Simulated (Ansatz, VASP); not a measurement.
# AlN: VASP beside Ansatz, part 2 of 2

Aim: how closely do two programs agree when they are given the same cell, functional and k mesh? The cell is taken from a series of runs on this material, whose earlier steps may have relaxed, scaled, displaced or heated it; both programs get it as it stands.

VASP 6.6.1 and Ansatz 0.2.0.

So far: Starting point; VASP: G0W0 gap, PBE.

## (3) Ansatz: G0W0 gap, PBE

Level of this step: Ansatz beside VASP: Kohn-Sham DFT, plane waves, PBE (Ansatz).

Ansatz runs on its PAW soft_1 files.

The same cell, functional and mesh now go to Ansatz, which takes its cutoff from its data sets.

File input.yaml:

```yaml
crystal:
  lattice:
    - [3.1202290047, 0.0, 0.0]
    - [-1.5601145023, 2.7021975837, 0.0]
    - [0.0, 0.0, 10.1102215084]
  atoms:
    - { symbol: Al, position: [0.0, 0.0, -0.0012500118] }
    - { symbol: Al, position: [0.3333333333, 0.6666666667, 0.2498254965] }
    - { symbol: Al, position: [0.0, 0.0, 0.4987499882] }
    - { symbol: Al, position: [0.6666666667, 0.3333333333, 0.7498254965] }
    - { symbol: "N", position: [0.0, 0.0, 0.1882176634] }
    - { symbol: "N", position: [0.3333333333, 0.6666666667, 0.4382068519] }
    - { symbol: "N", position: [0.0, 0.0, 0.6882176634] }
    - { symbol: "N", position: [0.6666666667, 0.3333333333, 0.9382068519] }
kpoints:
  mp_grid: { grid: [6, 6, 2] }
hamiltonian:
  xc: pbe
  pseudopotentials: { kind: paw, azcp: { folder: soft_1 } }
scf:
  occupations: { method: fixed }
gw:
  n_empty_bands: 254
  ecut_chi: 120.0
  qp_bands: [v2, c2]
  qp_kpoints: band_edges
  screening: { model: godby_needs }
```

The run is started by

```sh
ansatz run input.yaml --threads 4 --pin off --max-ram 17510MiB --backend cpu --events-out ev --progress --plain --runs-dir out
```

Numbers of over 12 decimals in the logs are rounded to 6 here.

The program printed:

```text
Engine: ansatz 0.2.0, aarch64-unknown-linux-gnu
Pseudopotentials: kind: paw
Pseudopotential: Al, paw, valence charge 3, recommended cutoff 420 eV (normal), soft_1/Al.paw.azcp
Pseudopotential: N, paw, valence charge 5, recommended cutoff 420 eV (normal), soft_1/N.paw.azcp
Functional definition: PBE
  parameter kappa = 0.804
  parameter beta = 0.066725
  exchange = pbe_x(kappa = kappa, mu = beta*pi^2/3)
  correlation = pbe_c(beta = beta)
Crystal: 8 atoms, lattice volume = 85.244 Å³
Basis set: ecut = 420 eV, 1653 PW (Γ)
Bands: 24, of which v1, the nominal top of the filled ones, is band 16 counted from 1 (15 counted from 0)
Symmetry: 12 space group operations
Space group: P63mc (ITA 186), of the structure as read, at distance tolerance 4.4e-5 Å
k-points: 14 of 72
Non-local potential: Al, projectors of the file, l = 0: 2, l = 1: 2, l = 2: 1
Non-local potential: N, projectors of the file, l = 0: 2, l = 1: 2, l = 2: 1
PAW form: soft (Blöchl's): semilocal exchange-correlation on the pseudo side does not see the compensation charge
PAW one-centre angular grid: Al, 110 points (default); XC on 64 Gauss nodes
PAW one-centre angular grid: N, 110 points (default); XC on 64 Gauss nodes
Initial density: superposition of atomic densities (chi_scale 0.1, normalization cell, long waves kept (reshape's long-wave potential 0.00 eV rms))
Initial wavefunctions: pseudopotential atomic-orbital guess
Functional: x = pbe(κ = 0.804, μ = 0.219515), c = pbe(β = 0.066725)
SCF iter   1: F=—  HF=-3702.560461 eV  |F-HF|=—  |Δ(HF+E_count)|=         —  Δρ=1.35e-1  dr2=1.93e1  ethr=3.10e-3  ⟨swp⟩=4.4  Hψ=1397  notcnv=0  defer=82
preconditioner: auto → none  [insulator: Δε(μ)=5.254 eV  Ē_g=14.145 eV  n_scr=6 (ndim 8)  ℏωp=22.8 eV  f_vac=0.000  ε∞_Penn≈3.6]
SCF iter   2: F=—  HF=-3697.833567 eV  |F-HF|=—  |Δ(HF+E_count)|=    4.73e0  Δρ=7.73e-2  dr2=3.09e0  ethr=3.10e-3  ⟨swp⟩=3.1  Hψ=872  notcnv=0  defer=78
SCF iter   3: F=—  HF=-3696.970677 eV  |F-HF|=—  |Δ(HF+E_count)|=   8.63e-1  Δρ=2.31e-2  dr2=2.32e-1  ethr=3.10e-3  ⟨swp⟩=2.0  Hψ=695  notcnv=0  defer=78
SCF iter   4: F=—  HF=-3696.946061 eV  |F-HF|=—  |Δ(HF+E_count)|=   2.46e-2  Δρ=1.62e-3  dr2=1.51e-3  ethr=7.26e-4  ⟨swp⟩=2.0  Hψ=320  notcnv=0  defer=84
SCF iter   5: F=—  HF=-3696.945678 eV  |F-HF|=—  |Δ(HF+E_count)|=   3.84e-4  Δρ=8.25e-4  dr2=2.99e-4  ethr=4.72e-6  ⟨swp⟩=2.0  Hψ=504  notcnv=0  defer=84
SCF iter   6: F=—  HF=-3696.945605 eV  |F-HF|=—  |Δ(HF+E_count)|=   7.26e-5  Δρ=3.09e-4  dr2=2.98e-5  ethr=9.34e-7  ⟨swp⟩=2.1  Hψ=463  notcnv=0  defer=79
SCF iter   7: F=—  HF=-3696.945617 eV  |F-HF|=—  |Δ(HF+E_count)|=   1.22e-5  Δρ=6.58e-5  dr2=5.84e-6  ethr=9.30e-8  ⟨swp⟩=2.0  Hψ=504  notcnv=0  defer=46
SCF iter   8: F=—  HF=-3696.945617 eV  |F-HF|=—  |Δ(HF+E_count)|=   5.74e-7  Δρ=1.64e-5  dr2=1.03e-7  ethr=1.83e-8  ⟨swp⟩=2.0  Hψ=450  notcnv=0  defer=46
SCF iter   9: F=-3696.945617 eV  HF=-3696.945617 eV  |F-HF|=6.95e-10  |Δ(HF+E_count)|=   1.21e-7  Δρ=2.30e-6  dr2=3.13e-9  ethr=3.13e-10  ⟨swp⟩=9.5  Hψ=1484  notcnv=0
SCF 1 converged in 9 iterations: F = -3696.945617 eV  dr2 = 3.13e-9
  greatest PAW one-centre occupation: 0.788 electrons in one spin orbital (limit 2), on the N atom at site 7 (counted from 0), in its partial waves of l = 0
NSCF: frozen V_eff on 14 k-points
G₀W₀ screening: q 1/14
[... further progress lines ...]
SCF converged after 9 iterations
Free energy (F): -3696.945617 eV
Harris-Foulkes:  -3696.945617 eV  (|F-HF|=6.95e-10)
Internal energy: -3696.945617 eV  (E = F + TS)
E sigma→0 (E₀):  -3696.945617 eV
Fermi energy:    6.816689 eV
--- Per-component energies (eV) ---
  E_band       = 55.213223
  E_kinetic    = 623.252455
  E_local      = -846.945539  (includes V_loc(G=0)·N_el)
  E_nonlocal   = 177.770837
  E_hartree    = 311.835636
  E_xc         = -395.199664
  E_vxc        = -426.643726  (∫ρ·V_xc dr)
  E_paw        = -2390.999557  (= ΣΔE_a)
  E_vpaw       = -95.895380  (= ΣTr[D̂ρ^β])
  E_aug_tail   = 0.003493  (compensation charges beyond the density's cutoff)
  E_ewald      = -1176.663278
  E_smearing   = -0.000000  (= −TS)
  E_closure    = 0.000000  (closes the sum)
  Σ components = -3696.945617   (vs F -3696.945617, Δ=0.00e0)
--- Band table (eV; the first three rows and the last of 14) ---
  k-point 0: bands = [... 12 lower, 6.4740, 6.7284, 6.7284, 6.8167, 10.8232, 12.9699, 13.2506, 13.6774, ... 4 higher]
  k-point 1: bands = [... 12 lower, 6.6431, 6.6431, 6.6431, 6.6431, 11.7815, 11.7815, 13.6575, 13.6575, ... 4 higher]
  k-point 2: bands = [... 12 lower, 6.1682, 6.2058, 6.6530, 6.6760, 12.1379, 13.3229, 13.6612, 14.7705, ... 4 higher]
  k-point 13: bands = [... 12 lower, 5.4161, 5.4161, 5.5604, 5.5604, 12.4155, 12.4155, 14.3742, 14.3742, ... 4 higher]
--- G₀W₀: ω_p = 22.7510 eV, 72 q-points, 254 empty bands' worth ---
  eigenvalues of the whole cell's RPA ε∞ on this k-mesh (on a slab, of 1 + 4πα/V) = 4.3473, 4.3473, 4.4206; static W/v taken at q = 0 is 0.228943
  GN-PPA: 1925912/4653145 pairs with Re ω̃² < 0 across q-mesh
  gw.qp_kpoints: band_edges: 11 of 14 stored k-points solved, in 1 pass; an edge of the gap read off the rows below is read off those points alone
    valence top: of the k-points left out ik 11 came nearest to being solved in a further pass, in band 15 (counted from 1, as in the quasiparticle table): it holds the edge there only if its correction is more favourable than any solved in that band by at least 0.842 eV; those differ by 0.211 eV
    conduction bottom: of the k-points left out ik 10 came nearest to being solved in a further pass, in band 17 (counted from 1, as in the quasiparticle table): it holds the edge there only if its correction is more favourable than any solved in that band by at least 1.046 eV; those differ by 0.402 eV
    ik  band        ε_KS         Σx   Σc(E_QP)       V_xc       Z   E_QP_lin       E_QP  E_QP is
     0    15      6.7284   -21.6336     3.2873   -17.6203  0.7877     5.9991     6.0024  root
     0    16      6.8167   -21.6190     3.2446   -17.6671  0.7878     6.1064     6.1095  root
     0    17     10.8232    -9.8066    -3.7826   -14.3866  0.8194    11.6237    11.6206  root
     0    18     12.9699    -9.4407    -4.2318   -14.6281  0.8124    13.9307    13.9255  root
     1    15      6.6431   -21.6340     3.3136   -17.5806  0.7875     5.8997     5.9032  root
     1    16      6.6431   -21.6340     3.3136   -17.5806  0.7875     5.8997     5.9032  root
     1    17     11.7815   -10.2032    -3.8436   -14.9244  0.8138    12.6629    12.6590  root
     1    18     11.7815   -10.2032    -3.8436   -14.9244  0.8138    12.6629    12.6590  root
     2    15      6.6530   -21.7082     3.3188   -17.6538  0.7873     5.9140     5.9174  root
     2    16      6.6760   -21.6046     3.2845   -17.5901  0.7875     5.9426     5.9460  root
     2    17     12.1379   -10.1814    -3.9149   -15.0043  0.8123    13.0502    13.0459  root
     2    18     13.3229    -8.5025    -4.3146   -13.7241  0.8120    14.2347    14.2299  root
     3    15      6.5100   -21.6380     3.3466   -17.5318  0.7872     5.7467     5.7504  root
     3    16      6.5100   -21.6380     3.3466   -17.5318  0.7872     5.7467     5.7504  root
     3    17     12.5986    -9.7946    -4.0456   -14.7662  0.8112    13.5293    13.5247  root
     3    18     12.5986    -9.7946    -4.0456   -14.7662  0.8112    13.5293    13.5247  root
     4    15      6.2297   -21.3798     3.3601   -17.2209  0.7872     5.4267     5.4309  root
     4    16      6.3924   -21.6766     3.3826   -17.5180  0.7868     5.6124     5.6163  root
     4    17     11.8284    -6.3934    -4.0607   -11.0750  0.8286    12.4514    12.4494  root
     4    18     12.1665    -6.6271    -4.1100   -11.4009  0.8276    12.8326    12.8303  root
     5    15      6.1839   -21.5476     3.4156   -17.3218  0.7867     5.3694     5.3737  root
     5    16      6.1839   -21.5476     3.4156   -17.3218  0.7867     5.3694     5.3737  root
     5    17     12.1188    -6.6560    -4.0941   -11.4109  0.8264    12.7818    12.7795  root
     5    18     12.1188    -6.6560    -4.0941   -11.4109  0.8264    12.7818    12.7795  root
[...]
9    15      6.3401   -21.5648     3.3680   -17.4133  0.7869     5.5527     5.5567  root
     9    16      6.3401   -21.5648     3.3680   -17.4133  0.7869     5.5527     5.5567  root
     9    17     13.1771    -7.8610    -4.2841   -12.9899  0.8149    14.0261    14.0219  root
     9    18     13.1771    -7.8610    -4.2841   -12.9899  0.8149    14.0261    14.0219  root
    12    15      5.3508   -20.7830     3.4772   -16.3686  0.7867     4.4075     4.4136  root
    12    16      6.0732   -21.5876     3.4160   -17.3619  0.7861     5.2592     5.2636  root
    12    17     12.6575    -6.2573    -4.1691   -11.0925  0.8244    13.3260    13.3236  root
    12    18     12.6575    -6.2573    -4.1691   -11.0925  0.8244    13.3260    13.3236  root
```

## (4) Side by side

Known differences besides the potentials themselves: fixed occupations in Ansatz, narrow Gaussian smearing in VASP; VASP integrates the frequencies in full, Ansatz fits a plasmon pole; the cutoff is 420 eV in Ansatz and 450 eV in VASP; VASP leaves aspherical gradient terms in its spheres out (LASPH is not set), Ansatz keeps them; Ansatz's G0W0 levels solve the quasiparticle equation, VASP's are linearised. Total energies have different zeros and are not compared.

Compared:

```
                   quantity  Ansatz  VASP  difference
  G0W0 gap on the mesh (eV)    5.24  5.25        0.00
Kohn-Sham gap under it (eV)    4.01  4.01        0.00
```

## (5) Outcome

```json
{"difference in G0W0 gap on the mesh (G0W0 gap, PBE)": "-0.0024 eV"}
```

What this shows: The difference in G0W0 gap on the mesh is -0.0024 eV (G0W0 gap, PBE). Such differences can come from data sets, numerical settings and the points named under the comparisons, not from the functional's error against experiment.

[Lines on the potential files, build, host, timing and source positions are cut from VASP's logs without a mark.]

[Logs are printed without paths, hosts, clocks, repeated set-up lines and the standing remarks that a program may print on its own settings, such as how far it seeks lower states.]

[Hosts, paths, dates, database ids (printed as entryN), source tags and the programs' standing remarks are cut or masked in the printed files.]
